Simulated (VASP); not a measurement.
```
CdO
1.0
    0.00000     2.36462     2.36462
    2.36462     0.00000     2.36462
    2.36462     2.36462     0.00000
Cd O
1 1
Direct
  0.00000   0.00000   0.00000
  0.50000   0.50000   0.50000
```

Computed with PW91 GGA, VASP's PBE PAW potentials (set 64) (plane waves; VASP). Numerical set-up: 520 eV cut-off, 13×13×13 Γ-centred mesh, first-order Methfessel-Paxton smearing of 0.10 eV, potentials Cd O.

Question: What does the run give for the energy per atom (σ→0), pressure, band gap (on the k-mesh) with the smallest direct gap where there is one?

Answer: 
| Property | Result |
|---|---|
| band gap (on the k-mesh) | none (metal, semimetal or under 0.01 eV) |
| energy per atom (σ→0) | -3.909 eV/atom |
| pressure | 4.26 GPa |

Only differences to runs with the same potentials and settings are physical.

The compound is CdO in the rock salt structure. This cell is one point of a volume scan, at 0.97 of the reference volume.
